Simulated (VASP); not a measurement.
Level of theory: r2SCAN meta-GGA, VASP's PBE PAW potentials (set 64) (plane waves; VASP).

A VASP calculation is set up with these files.

**INCAR**
```
SYSTEM = BaZrO3
PREC = Accurate
ENCUT = 520
EDIFF = 1E-8
NELM = 100
ALGO = Normal
LREAL = .FALSE.
LASPH = .TRUE.
ISMEAR = 0
SIGMA = 0.05
METAGGA = R2SCAN
LMIXTAU = .TRUE.
LMAXMIX = 4
LWAVE = .FALSE.
LCHARG = .FALSE.
IBRION = 1
ISIF = 2
NSW = 30
EDIFFG = -0.001
```

File KPOINTS:
```
Automatic mesh
0
Gamma
5 5 5
0 0 0
```

POSCAR:
```
BaZrO3
1
    4.2139471117    -0.0000000000     0.0000000000
   -0.0000000000     4.2139471117     0.0000000000
   -0.0000000000    -0.0000000000     4.2139471117
Ba Zr O
1 1 3
Direct
  0.0000000000   0.0000000000   0.0000000000
  0.5000000000   0.5000000000   0.5000000000
  0.5000000000   0.0000000000   0.5000000000
  0.0000000000   0.5000000000   0.5000000000
  0.5000000000   0.5000000000   0.0000000000
```

POTCAR, in this order: Ba_sv Zr_sv O (PBE.64 set). Program: vasp_std.

What VASP printed:

**OSZICAR**
```
       N       E                     dE             d eps       ncg     rms          rms(c)
DAV:   1     0.276232588066E+03    0.27623E+03   -0.23004E+04   480   0.168E+03
DAV:   2    -0.856157767006E+02   -0.36185E+03   -0.35574E+03   648   0.399E+02
DAV:   3    -0.106800546411E+03   -0.21185E+02   -0.21169E+02   840   0.944E+01
DAV:   4    -0.107233362112E+03   -0.43282E+00   -0.43265E+00   704   0.113E+01
DAV:   5    -0.107247294708E+03   -0.13933E-01   -0.13932E-01   696   0.130E+00    0.303E+01
DAV:   6    -0.867205308796E+02    0.20527E+02   -0.29790E+01   640   0.401E+01    0.115E+01
DAV:   7    -0.840963573289E+02    0.26242E+01   -0.26188E+00   648   0.132E+01    0.451E+00
DAV:   8    -0.885760127353E+02   -0.44797E+01   -0.15346E+00   576   0.111E+01    0.202E+00
DAV:   9    -0.846358250284E+02    0.39402E+01   -0.10460E+00   488   0.832E+00    0.566E-01
DAV:  10    -0.848648486020E+02   -0.22902E+00   -0.16873E-01   616   0.324E+00    0.605E-01
DAV:  11    -0.848607138631E+02    0.41347E-02   -0.55236E-03   728   0.441E-01    0.653E-01
DAV:  12    -0.849898744705E+02   -0.12916E+00   -0.31085E-02   512   0.134E+00    0.291E-01
DAV:  13    -0.850988201207E+02   -0.10895E+00   -0.64933E-02   488   0.257E+00    0.235E-01
DAV:  14    -0.850989200143E+02   -0.99894E-04   -0.14965E-03   760   0.240E-01    0.204E-01
DAV:  15    -0.850998950613E+02   -0.97505E-03   -0.29210E-04   584   0.185E-01    0.232E-01
DAV:  16    -0.851044543496E+02   -0.45593E-02   -0.40615E-03   528   0.525E-01    0.200E-01
DAV:  17    -0.851054946021E+02   -0.10403E-02   -0.22797E-03   680   0.384E-01    0.467E-01
DAV:  18    -0.851083331135E+02   -0.28385E-02   -0.12945E-03   568   0.361E-01    0.562E-01
DAV:  19    -0.851085904988E+02   -0.25739E-03   -0.44693E-04   624   0.189E-01    0.648E-01
DAV:  20    -0.851084074273E+02    0.18307E-03   -0.14074E-05   664   0.295E-02    0.638E-01
DAV:  21    -0.851080577336E+02    0.34969E-03   -0.68942E-05   600   0.601E-02    0.596E-01
DAV:  22    -0.851075107953E+02    0.54694E-03   -0.15804E-04   592   0.825E-02    0.512E-01
DAV:  23    -0.851065507935E+02    0.96000E-03   -0.31322E-03   600   0.382E-01    0.210E-01
DAV:  24    -0.851063981441E+02    0.15265E-03   -0.46569E-04   688   0.135E-01    0.169E-01
DAV:  25    -0.851064106114E+02   -0.12467E-04   -0.41160E-04   568   0.160E-01    0.197E-01
DAV:  26    -0.851064053941E+02    0.52173E-05   -0.14599E-04   664   0.109E-01    0.992E-02
DAV:  27    -0.851063479568E+02    0.57437E-04   -0.98492E-05   752   0.771E-02    0.304E-02
DAV:  28    -0.851063632472E+02   -0.15290E-04   -0.12489E-05   592   0.303E-02    0.253E-02
DAV:  29    -0.851063768070E+02   -0.13560E-04   -0.13557E-05   696   0.260E-02    0.119E-02
DAV:  30    -0.851063803586E+02   -0.35516E-05   -0.30969E-06   592   0.158E-02    0.948E-03
DAV:  31    -0.851063796052E+02    0.75339E-06   -0.49768E-07   752   0.760E-03    0.101E-02
DAV:  32    -0.851063800776E+02   -0.47235E-06   -0.13213E-06   536   0.103E-02    0.394E-03
DAV:  33    -0.851063802085E+02   -0.13095E-06   -0.28887E-07   568   0.404E-03    0.222E-03
DAV:  34    -0.851063801956E+02    0.12931E-07   -0.72759E-08   752   0.180E-03    0.928E-04
DAV:  35    -0.851063802466E+02   -0.51060E-07   -0.27059E-08   456   0.128E-03    0.406E-04
DAV:  36    -0.851063802516E+02   -0.49913E-08   -0.62771E-09   312   0.591E-04
   1 F= -.85106380E+02 E0= -.85106380E+02  d E =-.851064E+02
```

OUTCAR:
```
------------------------ aborting loop because EDIFF is reached ----------------------------------------
  FORCE on cell =-STRESS in cart. coord.  units (eV):
  Direction    XX          YY          ZZ          XY          YZ          ZX
  --------------------------------------------------------------------------------------
  Total       -0.0044733     -0.0044733     -0.0044733      0.0000000      0.0000000      0.0000000
  in kB       -0.0957784     -0.0957784     -0.0957784      0.0000000      0.0000000      0.0000000
  external PRESSURE =      -0.0957784 kB  Pullay stress =       0.0000000 kB
  volume of cell :       74.83
      direct lattice vectors                 reciprocal lattice vectors
     4.213947112  0.000000000  0.000000000     0.237307202  0.000000000  0.000000000
     0.000000000  4.213947112  0.000000000     0.000000000  0.237307202  0.000000000
     0.000000000  0.000000000  4.213947112     0.000000000  0.000000000  0.237307202
 POSITION                                       TOTAL-FORCE (eV/Angst)
 -----------------------------------------------------------------------------------
      0.00000      0.00000      0.00000         0.000000      0.000000      0.000000
      2.10697      2.10697      2.10697         0.000000      0.000000      0.000000
      2.10697      0.00000      2.10697         0.000000      0.000000      0.000000
      0.00000      2.10697      2.10697         0.000000      0.000000      0.000000
      2.10697      2.10697      0.00000         0.000000      0.000000      0.000000
 -----------------------------------------------------------------------------------
    total drift:                                0.000000     -0.000000     -0.000000
  FREE ENERGIE OF THE ION-ELECTRON SYSTEM (eV)
  ---------------------------------------------------
  free  energy   TOTEN  =       -85.1063802516 eV

  energy  without entropy=      -85.1063802516  energy(sigma->0) =      -85.10638025

 reached required accuracy - stopping structural energy minimisation
```
(Selected blocks of OUTCAR.)

The compound is BaZrO3 in the cubic perovskite structure. It was relaxed first. The start is the result of an earlier pass.
